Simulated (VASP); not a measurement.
**How a change of volume changes Si**

Wanted: the response of Si to a change of volume, as a table, with a fit that predicts a row left out.

Calculated with VASP 6.6.1; LDA; plane waves and PAW (Si), in the first sound run; inputs show where later runs differ.

Most raw output is cut from this account.

## Step 1: The structure

The structure is cubic, space group Fd-3m (No. 227). The conventional cell has a = 5.431 Å, b = 5.431 Å, c = 5.431 Å, α = 90.00°, β = 90.00°, γ = 90.00°. Nearest to Si lie 4 Si at 2.35 Å.

## Step 2: Relax the crystal, LDA

The series starts from the cell that this level prefers, so that zero strain is near zero stress.

This step took 2 runs in a row; the last is shown.

Level: LDA; plane waves and PAW (Si).

Input file INCAR:

```
SYSTEM = Si
PREC = Accurate
ENCUT = 450
EDIFF = 1E-07
NELM = 120
ISMEAR = 0
SIGMA = 0.02
LREAL = .FALSE.
ALGO = Normal
GGA = CA
NBANDS = 10
LASPH = .TRUE.
LORBIT = 11
LWAVE = .FALSE.
LCHARG = .FALSE.
KPAR = 24
IBRION = 2
NSW = 40
ISIF = 3
EDIFFG = -0.005
POTIM = 0.4
```

Input file POSCAR:

```
Si
1.0
    0.0000000000      2.7014008244      2.7014008244
    2.7014008244      0.0000000000      2.7014008244
    2.7014008244      2.7014008244      0.0000000000
Si
2
Direct
    0.0000000000      0.0000000000      0.0000000000
    0.2500000000      0.2500000000      0.2500000000
```

Input file KPOINTS:

```
Automatic mesh
0
Gamma
10 10 10
0 0 0
```

Potentials, in the order of the species: Si (LDA family, release 64).

Started as:

```bash
$ mpirun -np 24 vasp_std
```

Wall time 2.8 s (24 MPI ranks of Intel Xeon Platinum 8559C (Emerald Rapids), shared host); peak memory 3.3 GiB; 42 s of CPU time.

Read from the output:

* energy(sigma→0) of the program: -11.9190 eV
* stress, compression positive: xx, yy, zz 0.00, 0.00, 0.00 GPa
* volume: 39.427 Å³
* ionic steps: 1

## Step 3: Relax at fixed volume, LDA

One member in full: the volume is scaled by 1.02, and the cell is held.

Level: LDA; plane waves and PAW (Si).

INCAR, as its differences from that of step 2:

```diff
@@ -15,7 +15,8 @@
 LCHARG = .FALSE.
-KPAR = 24
+KPAR = 6
 IBRION = 2
 NSW = 40
-ISIF = 3
-EDIFFG = -0.005
+ISIF = 2
+EDIFFG = -0.004
 POTIM = 0.4
+MAXMIX = 40
```

Input file POSCAR:

```
Si
1.0
    0.0000000000      2.7192914175      2.7192914175
    2.7192914175      0.0000000000      2.7192914175
    2.7192914175      2.7192914175      0.0000000000
Si
2
Direct
    0.0000000000      0.0000000000      0.0000000000
    0.2500000000      0.2500000000      0.2500000000
```

KPOINTS is that of step 2.

Started as:

```bash
$ mpirun -np 6 vasp_std
```

Wall time 4 s (6 MPI ranks); peak memory 0.75 GiB.

Read from the output:

- energy(sigma→0) of the program: -11.9145 eV
- stress, compression positive: xx, yy, zz -1.83, -1.83, -1.83 GPa
- ionic steps: 1

## Step 4: Band edges, HSE06 with spin-orbit coupling

Short lines in KPOINTS_OPT sample the zone centre, for masses, and the other valleys.

Level: HSE06, spin-orbit coupling; plane waves and PAW (Si).

Input file INCAR:

```
SYSTEM = Si
PREC = Accurate
ENCUT = 450
EDIFF = 1E-06
NELM = 100
ISMEAR = 0
SIGMA = 0.02
LREAL = .FALSE.
ALGO = Normal
LHFCALC = .TRUE.
AEXX = 0.25
GGA = PE
HFSCREEN = 0.2
LASPH = .TRUE.
LNONCOLLINEAR = .TRUE.
MAGMOM = 0 0 0 0 0 0
NBANDS = 18
GGA_COMPAT = .FALSE.
LSORBIT = .TRUE.
PRECFOCK = Fast
LWAVE = .FALSE.
LCHARG = .FALSE.
KPAR = 6
```

POSCAR is that of step 3.

Input file KPOINTS:

```
Automatic mesh
0
Gamma
5 5 5
0 0 0
```

Input file KPOINTS_OPT:

```
Line mode
6
Line-mode
Reciprocal
  0.00000000   0.00000000   0.00000000
  0.02163943   0.02163943   0.00000000

  0.00000000   0.00000000   0.00000000
 -0.00000000  -0.02163943  -0.02163943

  0.31000000   0.31000000   0.00000000
  0.50000000   0.50000000   0.00000000

  0.00000000   0.31000000   0.31000000
  0.00000000   0.50000000   0.50000000

  0.45000000   0.45000000   0.45000000
  0.50000000   0.50000000   0.50000000

  0.45000000   0.00000000   0.00000000
  0.50000000   0.00000000   0.00000000

  0.42500000   0.42500000   0.00000000
  0.42500000   0.44663943   0.02163943

  0.50000000   0.50000000   0.50000000
  0.48469861   0.51530139   0.50000000
```

Started as:

```bash
$ mpirun -np 6 vasp_ncl
```

Wall time 3.7 min (6 MPI ranks); peak memory 2 GiB.

Read from the output:

- energy(sigma→0) of the program: -12.6150 eV

## Step 5: The table

Hybrid runs start from orbitals of a short LDA run, not shown.

Runs beyond LDA use the data sets made with LDA; this shifts their levels slightly, and their total energies have another zero.

The other members went through these steps as far as the tables show, with the same cutoff and, step by step, the same mesh; 20 runs are not shown. The session took 3.2 core hours (wall time by ranks) on a shared machine.

```csv
volume over the relaxed volume,volume (Å³/atom),pressure (GPa),energy above the unstrained row (meV/atom),"gap on the mesh, LDA (eV)"
0.940,18.531,6.821,23.988,0.344
0.960,18.925,4.308,10.311,0.382
0.980,19.319,2.043,2.507,0.419
1,19.714,0.003,0.000,0.453
1.020,20.108,-1.834,2.257,0.486
1.040,20.502,-3.486,8.806,0.517
1.060,20.896,-4.971,19.211,0.546
```

A cubic of the pressure in ln(V/V₀) through all rows has the slope −B at V₀: B = 97 GPa, and its curvature gives B′ = 4.3.

Band edges at HSE06 with spin-orbit coupling, counted from the valence-band top at Γ, spin-orbit pairs averaged, with one row partly withheld:

```csv
volume over the relaxed volume,gap (eV),conduction band at Γ (eV),Δ or X valley along z (eV),"lowest conduction level at L, [111] (eV)",second valence level below the top (eV),third valence level below the top (eV)
0.940,1.006,3.349,1.006,2.555,0.000,0.054
0.960,1.050,3.341,1.050,2.473,0.000,0.053
0.980,1.090,3.331,1.090,2.392,0.000,0.053
1,?,3.321,?,2.313,0.000,0.052
1.020,1.165,3.311,1.164,2.235,0.000,0.052
1.040,1.198,3.300,1.198,2.159,0.000,0.051
1.060,1.230,3.289,1.229,2.084,0.000,0.051
```

Conduction masses, in electron masses (the axis is [001]):

```csv
volume over the relaxed volume,"Δz mass, longitudinal","Δz mass, transverse, at 0.85 of Γ–X","L [111] mass, longitudinal","L [111] mass, transverse along [1-10]"
0.940,0.895,0.183,1.875,0.138
0.960,0.893,0.184,1.824,0.137
0.980,0.889,0.186,1.802,0.134
1,0.888,0.186,1.764,0.133
1.020,0.885,0.189,1.735,0.131
1.040,0.885,0.190,1.706,0.129
1.060,0.884,0.192,1.641,0.127
```

## Step 6: Working out the slope

The quantity to fit is the Δ or X valley above the valence top at HSE06 with spin-orbit coupling: 1.006, 1.050, 1.090, 1.164, 1.198, 1.229 eV in the rows shown.

Fitting a parabola to the 6 known rows (u: logarithm of the volume ratio) gives E = − 2.040 u² + 1.846 u + 1.129 in eV; the residuals are 4.8e-5 eV r.m.s.

At u = 0 this predicts 1.1285 eV.

## Step 7: Prediction against calculation

The calculation gives 1.1285 eV, so the prediction is right to the last digit shown.

## Step 8: What came out

```json
{
  "bulk modulus": "97 GPa",
  "dE/d ln V of the Δ or X valley above the valence top, HSE06 with spin-orbit coupling": "1.85 eV",
  "error of the predicted row": "0.0 meV"
}
```

In words: At HSE06 with spin-orbit coupling the lowest conduction valley is Δ or X throughout, and the gap runs between 1.01 and 1.23 eV. Hole masses are left out throughout, since the top bands are degenerate or cross in many series; of conduction masses, those of the Γ, L and (for Si and Ge under (001) strain) Δ valleys are kept where they change by under an eighth between rows. HSE06 ran on a coarser mesh than the semilocal levels. Δ or X levels are the lowest on their line, refined by a parabola unless they lie at X; the gap is read from all points sampled and can differ from the lowest valley by some meV, or by tens of meV where strain moves the valence top off Γ. Temperature, zero-point motion and excitons are left out.

[Lines on the potential files, build, host, timing and source positions are cut from VASP's logs without a mark.]

[Logs are printed without paths, hosts, clocks, repeated set-up lines and the standing remarks that a program may print on its own settings, such as how far it seeks lower states.]

[Hosts, paths, dates, database ids (printed as entryN), source tags and the programs' standing remarks are cut or masked in the printed files.]

[In band tables of VASP the shares of atoms and orbitals are scaled to a sum of 1 inside the atoms' spheres.]
